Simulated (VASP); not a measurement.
## Nb3Sb under strain

Aim: follow the pressure of Nb3Sb through compression, expansion and shear. All runs use r2SCAN. Left out of this account: 1 further run (fields: a reference on another mesh). The start is a cell from a database of measured crystal structures.

Program: VASP 6.6.1. Level of theory: r2SCAN; plane waves and PAW (Nb_sv, Sb). Results are calculated unless marked as measured.

## 1. The structure

The structure is cubic, space group Pm-3n (No. 223). Conventional cell: a = 5.264 Å, b = 5.264 Å, c = 5.264 Å, α = 90.00°, β = 90.00°, γ = 90.00°. Nb has 2 Nb at 2.63 Å and 4 Sb at 2.94 Å nearest. Nearest to Sb lie 12 Nb at 2.94 Å. Farther neighbours are not listed.

As a file:

```cif
data_structure
_symmetry_space_group_name_H-M 'P 1'
_symmetry_Int_Tables_number 1
_cell_length_a 5.2643
_cell_length_b 5.2643
_cell_length_c 5.2643
_cell_angle_alpha 90.000
_cell_angle_beta 90.000
_cell_angle_gamma 90.000
_cell_volume 145.89
loop_
_atom_site_label
_atom_site_type_symbol
_atom_site_fract_x
_atom_site_fract_y
_atom_site_fract_z
_atom_site_occupancy
Nb1 Nb 0.25000 0.00000 0.50000 1
Nb2 Nb 0.50000 0.75000 0.00000 1
Nb3 Nb 0.75000 0.00000 0.50000 1
Nb4 Nb 0.50000 0.25000 0.00000 1
Nb5 Nb 0.00000 0.50000 0.75000 1
Nb6 Nb 0.00000 0.50000 0.25000 1
Sb7 Sb 0.00000 0.00000 0.00000 1
Sb8 Sb 0.50000 0.50000 0.50000 1
```

## 2. Bands, cell as listed

The mesh alone shows little of the dispersion and can miss band extrema, so KPOINTS_OPT adds a path through the symmetry points after the self-consistent cycle. r2SCAN adds the kinetic-energy density, costs more than a GGA and is run with LASPH.

File INCAR:

```
SYSTEM = Nb3Sb
PREC = Accurate
ENCUT = 400
EDIFF = 1E-06
NELM = 100
ISMEAR = -1
SIGMA = 0.05
LREAL = .FALSE.
ALGO = Normal
METAGGA = R2SCAN
LASPH = .TRUE.
NBANDS = 66
LORBIT = 11
LWAVE = .FALSE.
LCHARG = .FALSE.
KPAR = 8
```

File POSCAR:

```
Nb3Sb
1.0
    5.2643000000      0.0000000000      0.0000000000
    0.0000000000      5.2643000000      0.0000000000
    0.0000000000      0.0000000000      5.2643000000
Nb Sb
6 2
Direct
    0.2500000000      0.0000000000      0.5000000000
    0.5000000000      0.7500000000      0.0000000000
    0.7500000000      0.0000000000      0.5000000000
    0.5000000000      0.2500000000      0.0000000000
    0.0000000000      0.5000000000      0.7500000000
    0.0000000000      0.5000000000      0.2500000000
    0.0000000000      0.0000000000      0.0000000000
    0.5000000000      0.5000000000      0.5000000000
```

File KPOINTS:

```
Automatic mesh
0
Gamma
6 6 6
0 0 0
```

File KPOINTS_OPT:

```
Line mode
12
Line-mode
Reciprocal
  0.00000000   0.00000000   0.00000000 GAMMA
  0.00000000   0.50000000   0.00000000 X

  0.00000000   0.50000000   0.00000000 X
  0.50000000   0.50000000   0.00000000 M

  0.50000000   0.50000000   0.00000000 M
  0.00000000   0.00000000   0.00000000 GAMMA

  0.00000000   0.00000000   0.00000000 GAMMA
  0.50000000   0.50000000   0.50000000 R

  0.50000000   0.50000000   0.50000000 R
  0.00000000   0.50000000   0.00000000 X

  0.50000000   0.50000000   0.00000000 M
  0.50000000   0.50000000   0.50000000 R
```

PAW data sets: Nb_sv and Sb (PBE family, release 64).

Run with:

```sh
> mpirun -np 8 vasp_std
```

Output:

```text
[banner, memory and clock lines left out]
running    8 mpi-ranks, on    1 nodes
 distrk:  each k-point on    1 cores,    8 groups
 distr:  one band on    1 cores,    1 groups

 POSCAR found type information on POSCAR NbSb
 POSCAR found :  2 types and       8 ions
|                                                                             |
|           W    W    AA    RRRRR   N    N  II  N    N   GGGG   !!!           |
|           W    W   A  A   R    R  NN   N  II  NN   N  G    G  !!!           |
|           W    W  A    A  R    R  N N  N  II  N N  N  G       !!!           |
|           W WW W  AAAAAA  RRRRR   N  N N  II  N  N N  G  GGG   !            |
|           WW  WW  A    A  R   R   N   NN  II  N   NN  G    G                |
|           W    W  A    A  R    R  N    N  II  N    N   GGGG   !!!           |
|                                                                             |
|     For optimal performance we recommend to set                             |
|       NCORE = 2 up to number-of-cores-per-socket                            |
|     NCORE specifies how many cores store one orbital (NPAR=cpu/NCORE).      |
|     This setting can greatly improve the performance of VASP for DFT.       |
|     The default, NCORE=1 might be grossly inefficient on modern             |
|     multi-core architectures or massively parallel machines. Do your        |
|     Unfortunately you need to use the default for GW and RPA                |
|     calculations (for HF NCORE is supported but not extensively tested      |
|     yet).                                                                   |
|                                                                             |

|                                                                             |
|               ----> ADVICE to this user running VASP <----                  |
|                                                                             |
|     You enforced a specific xc type in the INCAR file but a different       |
|     [... a line on the potential file left out ...]
|     I HOPE YOU KNOW WHAT YOU ARE DOING!                                     |
|                                                                             |

 LDA part: xc-table for (None), standard interpolation
 POSCAR, INCAR and KPOINTS ok, starting setup
 FFT: planning ... GRIDC
 FFT: planning ... GRID_SOFT
 FFT: planning ... GRID
 WAVECAR not read
 entering main loop
       N       E                     dE             d eps       ncg     rms          rms(c)
DAV:   1     0.786728059078E+03    0.78673E+03   -0.40461E+04  2712   0.115E+03
DAV:   2    -0.156636515605E+03   -0.94336E+03   -0.90952E+03  3318   0.488E+02
DAV:   3    -0.234986497883E+03   -0.78350E+02   -0.76037E+02  4224   0.996E+01
DAV:   4    -0.242552478250E+03   -0.75660E+01   -0.74132E+01  4584   0.278E+01
DAV:   5    -0.243036357338E+03   -0.48388E+00   -0.48273E+00  4224   0.692E+00    0.261E+01
DAV:   6    -0.203215661448E+03    0.39821E+02   -0.18702E+01  4016   0.241E+01    0.570E+00
DAV:   7    -0.203288602721E+03   -0.72941E-01   -0.11580E+00  3704   0.498E+00    0.288E+00
DAV:   8    -0.203354392652E+03   -0.65790E-01   -0.34394E-01  4128   0.280E+00    0.131E+00
DAV:   9    -0.203361526029E+03   -0.71334E-02   -0.33554E-02  4256   0.912E-01    0.581E-01
DAV:  10    -0.203364278399E+03   -0.27524E-02   -0.31908E-03  3536   0.285E-01    0.151E-01
DAV:  11    -0.203364294376E+03   -0.15977E-04   -0.86690E-04  3656   0.138E-01    0.238E-02
DAV:  12    -0.203364291139E+03    0.32375E-05   -0.84042E-05  3856   0.505E-02    0.149E-02
DAV:  13    -0.203364282380E+03    0.87587E-05   -0.61994E-06  3544   0.973E-03    0.400E-03
DAV:  14    -0.203364281279E+03    0.11012E-05   -0.28516E-07  1816   0.273E-03    0.225E-03
DAV:  15    -0.203364281698E+03   -0.41882E-06   -0.15332E-07  1728   0.223E-03
   1 F= -.20336428E+03 E0= -.20335401E+03  d E =-.205362E-01
 Start KPOINTS_OPT (optional k-point list driver)
k-point batch [1-20\72]
       N       E                     dE             ncg
DAV:   1     0.309962042350E+04   -0.17242E+05     2696
DAV:   2    -0.163741563764E+05   -0.19474E+05     3202
DAV:   3    -0.179491552346E+05   -0.15750E+04     4192
DAV:   4    -0.180778717713E+05   -0.12872E+03     4592
DAV:   5    -0.180846652090E+05   -0.67934E+01     4184
DAV:   6    -0.180849787280E+05   -0.31352E+00     4568
DAV:   7    -0.180849973699E+05   -0.18642E-01     4256
DAV:   8    -0.180849986156E+05   -0.12457E-02     3872
DAV:   9    -0.180849986997E+05   -0.84194E-04     3368
DAV:  10    -0.180849987060E+05   -0.62124E-05     2744
DAV:  11    -0.180849987066E+05   -0.65348E-06     2104
[...]
k-point batch [61-72\72]
       N       E                     dE             ncg
DAV:   1     0.154428992663E+05   -0.23537E+05     1600
DAV:   2     0.363701736748E+04   -0.11806E+05     1964
DAV:   3     0.271466332865E+04   -0.92235E+03     2416
DAV:   4     0.262395600511E+04   -0.90707E+02     2632
DAV:   5     0.261910194143E+04   -0.48541E+01     2688
DAV:   6     0.261901161827E+04   -0.90323E-01     2520
DAV:   7     0.261900877248E+04   -0.28458E-02     2616
DAV:   8     0.261900861578E+04   -0.15670E-03     2336
DAV:   9     0.261900861121E+04   -0.45747E-05     1824
DAV:  10     0.261900861090E+04   -0.31006E-06     1232
```

It took 3.2 min on 8 MPI ranks of AMD EPYC 9R45, shared host; peak memory 2.8 GiB; 24 min of CPU time.

The logs omit lines about the potential files and the build; timing stands in the text.

From OUTCAR (step 2):

```text
ion  position               nearest neighbor table
   1  0.250  0.000  0.500-   3 2.63   3 2.63   8 2.94   7 2.94   8 2.94   7 2.94
   2  0.500  0.750  0.000-   4 2.63   4 2.63   8 2.94   8 2.94   7 2.94   7 2.94
   3  0.750  0.000  0.500-   1 2.63   1 2.63   8 2.94   7 2.94   8 2.94   7 2.94
   4  0.500  0.250  0.000-   2 2.63   2 2.63   8 2.94   8 2.94   7 2.94   7 2.94
   5  0.000  0.500  0.750-   6 2.63   6 2.63   8 2.94   7 2.94   7 2.94   8 2.94
   6  0.000  0.500  0.250-   5 2.63   5 2.63   8 2.94   7 2.94   7 2.94   8 2.94
   7  0.000  0.000  0.000-   1 2.94   2 2.94   3 2.94   4 2.94   5 2.94   6 2.94   1 2.94   3 2.94
                             5 2.94   6 2.94   2 2.94   4 2.94
   8  0.500  0.500  0.500-   1 2.94   2 2.94   3 2.94   4 2.94   5 2.94   6 2.94   2 2.94   4 2.94
                             1 2.94   3 2.94   5 2.94   6 2.94

  LATTYP: Found a simple cubic cell.
 ALAT       =     5.2643000000

 Subroutine GETGRP returns: Found 48 space group operations
 (whereof 24 operations were pure point group operations)

The static configuration has the point symmetry T_h .
 The point group associated with its full space group is O_h .

 Found     20 irreducible k-points:

   k-points           NKPTS =     20   k-points in BZ     NKDIM =     20   number of bands    NBANDS=     66

   dimension x,y,z NGX =    36 NGY =   36 NGZ =   36
   dimension x,y,z NGXF=    72 NGYF=   72 NGZF=   72

   ENCUT  =  400.0 eV  29.40 Ry    5.42 a.u.   8.58  8.58  8.58*2*pi/ulx,y,z

   NELECT =      88.0000    total number of electrons

 k-points in reciprocal lattice and weights: Automatic mesh
   0.00000000  0.00000000  0.00000000       0.005
   0.16666667  0.00000000  0.00000000       0.028
   0.33333333  0.00000000  0.00000000       0.028
   0.50000000  0.00000000  0.00000000       0.014
   0.16666667  0.16666667  0.00000000       0.056
   0.33333333  0.16666667  0.00000000       0.111
   0.50000000  0.16666667  0.00000000       0.056
   0.33333333  0.33333333  0.00000000       0.056
   0.50000000  0.33333333  0.00000000       0.056
[...]
0.50000000  0.50000000  0.33333333       0.028
   0.50000000  0.50000000  0.50000000       0.005

 average (electrostatic) potential at core
       1 -81.5472       2 -81.5472       3 -81.5472       4 -81.5472       5 -81.5472
       6 -81.5472       7 -85.8226       8 -85.8226

 E-fermi :  11.8967

 k-point     1 :       0.0000    0.0000    0.0000
  band No.  band energies     occupation
    ...
     40      10.9568      2.00000
     41      10.9568      2.00000
     42      10.9568      2.00000
     43      11.6779      1.97516
     44      11.6779      1.97516
     45      13.0679      0.00000
     46      14.3988      0.00000
     47      14.3988      0.00000
     48      14.3988      0.00000
     49      15.3059      0.00000
    ...

 k-point     2 :       0.1667    0.0000    0.0000
  band No.  band energies     occupation
    ...
     40      10.9408      2.00000
     41      10.9541      2.00000
     42      10.9541      2.00000
     43      11.7122      1.95125
     44      11.7172      1.94631
     45      13.5270      0.00000
     46      13.9430      0.00000
     47      14.2520      0.00000
     48      14.2520      0.00000
     49      14.9293      0.00000
    ...

 k-point     3 :       0.3333    0.0000    0.0000
  band No.  band energies     occupation
    ...
     40      10.7640      2.00000
     41      10.7640      2.00000
     42      10.8664      2.00000
     43      11.4409      1.99978
     44      11.6471      1.98652
     45      12.9615      0.00000
     46      14.0584      0.00000
     47      14.0584      0.00000
     48      14.4754      0.00000
     49      14.6251      0.00000
    ...

  Total        1.1050256      1.1050256      1.1050256     -0.0000000      0.0000000      0.0000000
  in kB       12.1355935     12.1355935     12.1355935     -0.0000000      0.0000000      0.0000000
  external PRESSURE =      12.1355935 kB  Pullay stress =       0.0000000 kB

  energy-cutoff  :      400.00
  volume of cell :      145.89
      direct lattice vectors                 reciprocal lattice vectors
     5.264300000  0.000000000  0.000000000     0.189958779  0.000000000  0.000000000
     0.000000000  5.264300000  0.000000000     0.000000000  0.189958779  0.000000000
     0.000000000  0.000000000  5.264300000     0.000000000  0.000000000  0.189958779

 POSITION                                       TOTAL-FORCE (eV/Angst)
 -----------------------------------------------------------------------------------
      1.31608      0.00000      2.63215         0.000000      0.000000      0.000000
      2.63215      3.94823      0.00000         0.000000      0.000000      0.000000
      3.94823      0.00000      2.63215        -0.000000      0.000000      0.000000
      2.63215      1.31608      0.00000        -0.000000     -0.000000     -0.000000
      0.00000      2.63215      3.94823        -0.000000      0.000000     -0.000000
      0.00000      2.63215      1.31608        -0.000000     -0.000000     -0.000000
      0.00000      0.00000      0.00000        -0.000000     -0.000000     -0.000000
      2.63215      2.63215      2.63215        -0.000000     -0.000000     -0.000000
 -----------------------------------------------------------------------------------
    total drift:                                0.000000      0.000000     -0.000000

  FREE ENERGIE OF THE ION-ELECTRON SYSTEM (eV)
  ---------------------------------------------------
  free  energy   TOTEN  =      -203.3642816975 eV

  energy  without entropy=     -203.3437455138  energy(sigma->0) =     -203.35401361

 total charge
# of ion       s       p       d       tot
------------------------------------------
    1        2.174   6.006   2.544  10.724
    2        2.174   6.006   2.544  10.724
    3        2.174   6.006   2.544  10.724
    4        2.174   6.006   2.544  10.724
    5        2.174   6.006   2.544  10.724
    6        2.174   6.006   2.544  10.724
    7        1.039   1.392   0.111   2.542
    8        1.039   1.392   0.111   2.542
--------------------------------------------------
tot         15.121  38.822  15.484  69.428

[... 3 further parts left out ...]
```

Spin-orbit coupling is off here; with elements this heavy it splits and shifts levels by tenths of an eV or more. The PAW data sets were made with PBE, which is usual practice but a small mismatch for other functionals.

This step gave:

- SCF cycles: 15
- electrons: 88
- bands: 66
- irreducible k-points: 20
- symmetry operations: 48
- free energy (TOTEN): -203.3643 eV
- energy at zero smearing: -203.3540 eV
- Fermi energy: 11.90 eV
- pressure: 1.214 GPa
- metallic: yes

Electronic bands along the path, in eV, zero at the Fermi level; # counts the bands kept, so #1 is VASP's band 27:

```
          point    #15    #16    #17    #18    #19    #20    #21    #22
              Γ  -0.94  -0.94  -0.22  -0.22   1.17   2.50   2.50   2.50
0.45 of the way  -0.98  -0.97  -0.20  -0.19   1.60   2.04   2.26   2.26
              X  -1.20  -1.20  -0.65  -0.65   1.43   1.43   2.21   2.21
0.55 of the way  -0.63  -0.59  -0.51  -0.40   0.88   1.24   1.31   1.48
              M  -0.21   0.02   0.02   0.37   0.41   0.41   0.53   0.56
0.55 of the way  -0.83  -0.82  -0.38  -0.14   1.19   1.83   2.05   2.39
              Γ  -0.94  -0.94  -0.22  -0.22   1.17   2.50   2.50   2.50
0.45 of the way  -1.04  -0.64  -0.38  -0.38   1.05   1.05   2.05   2.05
              R  -0.23  -0.23  -0.16  -0.16  -0.16  -0.16  -0.16  -0.16
0.45 of the way  -0.63  -0.63  -0.24  -0.24   0.37   0.37   0.91   0.91
              X  -1.20  -1.20  -0.65  -0.65   1.43   1.43   2.21   2.21
      jump to M  -0.21   0.02   0.02   0.37   0.41   0.41   0.53   0.56
0.45 of the way  -0.22  -0.22  -0.17  -0.17   0.00   0.38   0.38   0.60
              R  -0.23  -0.23  -0.16  -0.16  -0.16  -0.16  -0.16  -0.16
```

Of the projections kept (Nb, Sb), the largest for each band there; the rest of the weight can lie on other orbitals:

```csv
point,#15,#16,#17,#18,#19,#20,#21,#22
Γ,Nb 0.97,Nb 0.97,Nb 0.99,Nb 0.99,Nb 0.52,Nb 1.00,Nb 1.00,Nb 1.00
X,Nb 0.98,Nb 0.98,Nb 0.96,Nb 0.96,Nb 0.97,Nb 0.97,Nb 0.98,Nb 0.98
M,Nb 0.95,Nb 1.00,Nb 1.00,Nb 0.96,Nb 0.97,Nb 0.97,Nb 0.97,Nb 0.88
Γ,Nb 0.97,Nb 0.97,Nb 0.99,Nb 0.99,Nb 0.52,Nb 1.00,Nb 1.00,Nb 1.00
R,Nb 0.96,Nb 0.96,Nb 0.96,Nb 0.96,Nb 0.96,Nb 0.96,Nb 0.96,Nb 0.96
X,Nb 0.98,Nb 0.98,Nb 0.96,Nb 0.96,Nb 0.97,Nb 0.97,Nb 0.98,Nb 0.98
```

There is no gap at this level.

(Continued in part 2 of 4.)

[Lines on the potential files, build, host, timing and source positions are cut from VASP's logs without a mark.]

[Logs are printed without paths, hosts, clocks, repeated set-up lines and the standing remarks that a program may print on its own settings, such as how far it seeks lower states.]

[Hosts, paths, dates, database ids (printed as entryN), source tags and the programs' standing remarks are cut or masked in the printed files.]

[A measured line is paired with the nearest computed mode of its activity, which favours agreement.]
